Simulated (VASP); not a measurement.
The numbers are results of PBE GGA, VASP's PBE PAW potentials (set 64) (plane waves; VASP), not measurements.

The input files of a VASP run:

INCAR:
```
SYSTEM = BeGa35N36
PREC = Normal
ENCUT = 400
EDIFF = 1E-5
NELM = 100
ALGO = Fast
LREAL = Auto
LASPH = .TRUE.
ISMEAR = 0
SIGMA = 0.05
GGA = PE
LMAXMIX = 4
LWAVE = .FALSE.
LCHARG = .FALSE.
NELMIN = 4
ISYM = 0
NELECT = 284.0
IBRION = 2
ISIF = 2
NSW = 60
EDIFFG = -0.03
```

File KPOINTS:
```
Automatic mesh
0
Gamma
1 1 1
0 0 0
```

File POSCAR:
```
BeGa35N36
1
    4.8683178924    -8.4321738171     0.0000000000
    4.8683178924     8.4321738171     0.0000000000
    0.0000000000     0.0000000000    10.5562839808
Ga N Be
35 36 1
Direct
  0.2222220000   0.1111110000   0.2500000000
  0.1111110000   0.2222220000   0.0000000000
  0.2222220000   0.1111110000   0.7500000000
  0.1075820000   0.2211740000   0.4992540000
  0.2161800000   0.4414330000   0.2457970000
  0.1111110000   0.5555560000   0.0000000000
  0.2260990000   0.4435850000   0.7485860000
  0.1102450000   0.5540330000   0.5045960000
  0.2222220000   0.7777780000   0.2500000000
  0.1111110000   0.8888890000   0.0000000000
  0.2222220000   0.7777780000   0.7500000000
  0.1111110000   0.8888890000   0.5000000000
  0.5555560000   0.1111110000   0.2500000000
  0.4444440000   0.2222220000   0.0000000000
  0.5555560000   0.1111110000   0.7500000000
  0.4461440000   0.2185300000   0.4976840000
  0.5575120000   0.4476160000   0.2539430000
  0.4444440000   0.5555560000   0.0000000000
  0.5498240000   0.4400290000   0.7534860000
  0.5602940000   0.7819460000   0.2489580000
  0.4444440000   0.8888890000   0.0000000000
  0.5493940000   0.7740510000   0.7528080000
  0.4446970000   0.8860930000   0.4977150000
  0.8888890000   0.1111110000   0.2500000000
  0.7777780000   0.2222220000   0.0000000000
  0.8888890000   0.1111110000   0.7500000000
  0.7777780000   0.2222220000   0.5000000000
  0.8888890000   0.4444440000   0.2500000000
  0.7777780000   0.5555560000   0.0000000000
  0.8888890000   0.4444440000   0.7500000000
  0.7758290000   0.5530480000   0.4974090000
  0.8888890000   0.7777780000   0.2500000000
  0.7777780000   0.8888890000   0.0000000000
  0.8888890000   0.7777780000   0.7500000000
  0.7772860000   0.8904000000   0.5000870000
  0.2222220000   0.1111110000   0.4385000000
  0.1111110000   0.2222220000   0.1885000000
  0.2222220000   0.1111110000   0.9385000000
  0.1111110000   0.2222220000   0.6885000000
  0.2230530000   0.4445900000   0.4340300000
  0.1111110000   0.5555560000   0.1885000000
  0.2222220000   0.4444440000   0.9385000000
  0.1111110000   0.5555560000   0.6885000000
  0.2222220000   0.7777780000   0.4385000000
  0.1111110000   0.8888890000   0.1885000000
  0.2222220000   0.7777780000   0.9385000000
  0.1111110000   0.8888890000   0.6885000000
  0.5555560000   0.1111110000   0.4385000000
  0.4444440000   0.2222220000   0.1885000000
  0.5555560000   0.1111110000   0.9385000000
  0.4444440000   0.2222220000   0.6885000000
  0.5519610000   0.4441200000   0.4357410000
  0.4444440000   0.5555560000   0.1885000000
  0.5555560000   0.4444440000   0.9385000000
  0.4470490000   0.5578830000   0.6904340000
  0.5553230000   0.7724720000   0.4391340000
  0.4444440000   0.8888890000   0.1885000000
  0.5555560000   0.7777780000   0.9385000000
  0.4444440000   0.8888890000   0.6885000000
  0.8888890000   0.1111110000   0.4385000000
  0.7777780000   0.2222220000   0.1885000000
  0.8888890000   0.1111110000   0.9385000000
  0.7777780000   0.2222220000   0.6885000000
  0.8888890000   0.4444440000   0.4385000000
  0.7777780000   0.5555560000   0.1885000000
  0.8888890000   0.4444440000   0.9385000000
  0.7777780000   0.5555560000   0.6885000000
  0.8888890000   0.7777780000   0.4385000000
  0.7777780000   0.8888890000   0.1885000000
  0.8888890000   0.7777780000   0.9385000000
  0.7777780000   0.8888890000   0.6885000000
  0.4397140000   0.5552520000   0.4992920000
```

POTCAR, in this order: Ga N Be (PBE.64 set). Program: vasp_gam.

The cell is charged, with a uniform compensating background. The supercell is sampled at Γ alone, which is coarse: total energies, pressure and levels can be off, energies of defects by several tenths of an eV.

Q: Estimate the energy per atom (σ→0).

A: 
- energy per atom (σ→0) = -6120 meV/atom

File OSZICAR:
```
...
       N       E                     dE             d eps       ncg     rms          rms(c)
DAV:   1    -0.440704100166E+03   -0.70155E-03   -0.30944E-01   364   0.142E+00    0.111E-01
RMM:   2    -0.440704543329E+03   -0.44316E-03   -0.54691E-03   358   0.162E-01    0.502E-02
RMM:   3    -0.440704590550E+03   -0.47221E-04   -0.88709E-04   398   0.604E-02    0.415E-02
RMM:   4    -0.440704564488E+03    0.26062E-04   -0.10806E-04   365   0.231E-02    0.248E-02
RMM:   5    -0.440704551619E+03    0.12869E-04   -0.72575E-05   335   0.179E-02    0.721E-03
RMM:   6    -0.440704551841E+03   -0.22220E-06   -0.10236E-05   214   0.735E-03
  12 F= -.44070455E+03 E0= -.44066996E+03  d E =-.115332E-02
```

The cell is a supercell with a defect, built from GaN (wurtzite): Be_Ga, charge +3. The run is not spin-polarised, so no state with unpaired spins was tried.
